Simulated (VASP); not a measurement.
A cell of PdIn (CsCl type) near equilibrium:

```yaml
crystal:
  lattice:
    - [3.24802, 0.00000, 0.00000]
    - [0.00000, 3.24802, 0.00000]
    - [0.00000, 0.00000, 3.24802]
  atoms:
    - { symbol: In, position: [0.50000, 0.50000, 0.50000] }
    - { symbol: Pd, position: [0.00000, 0.00000, 0.00000] }
```

Calculation: PBEsol GGA, VASP's PBE PAW potentials (set 64) (plane waves; VASP).

```json
[
 {"run": "as it is", "ΔE (meV/atom)": "0.0", "σxx": "0.27", "σyy": "0.27", "σzz": "0.27", "largest shear component, with its sign (GPa)": "0.00", "largest force (eV/Å)": "0.000"},
 {"run": "after one change", "ΔE (meV/atom)": "14.3", "σxx": "7.22", "σyy": "6.22", "σzz": "6.22", "largest shear component, with its sign (GPa)": "0.00", "largest force (eV/Å)": "0.000"}
]
```
Stress is in GPa, positive when the cell is compressed.

**Question.** Name the change that produced these shifts.
A. uniaxial strain of -4.0 % along x
B. biaxial strain of +2.0 % in the xy plane
C. uniaxial strain of -2.0 % along y
D. atom 1 (In) moved by 0.075 Å along z

**Answer.** A, uniaxial strain of -4.0 % along x

The compound is PdIn in the CsCl type structure. The electron count is odd and the run is not spin-polarised, which forces a metal.
